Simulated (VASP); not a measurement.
Consider the following.

```yaml
crystal:
  lattice:
    - [0.00000, 3.54437, 3.54437]
    - [3.54437, 0.00000, 3.54437]
    - [3.54437, 3.54437, 0.00000]
  atoms:
    - { symbol: Sr, position: [0.00000, 0.00000, 0.00000] }
    - { symbol: Cl, position: [0.25000, 0.25000, 0.25000] }
    - { symbol: Cl, position: [0.75000, 0.75000, 0.75000] }
```

Computed with optB86b-vdW, VASP's PBE PAW potentials (set 64) (plane waves; VASP 6.6.1). Numerical set-up: 520 eV cut-off, 6×6×6 Γ-centred mesh, Gaussian smearing of 0.050 eV, potentials Sr_sv Cl.

**Question.** Give the stress tensor in GPa (positive for a compressed cell).

**Answer.** 
```
-1.95   0.00   0.00
 0.00  -1.95   0.00
 0.00   0.00  -1.95
```
The pressure is its mean diagonal, -1.95 GPa.

The compound is SrCl2 in the fluorite structure. This cell is one point of a volume scan, at 1.06 of the reference volume.
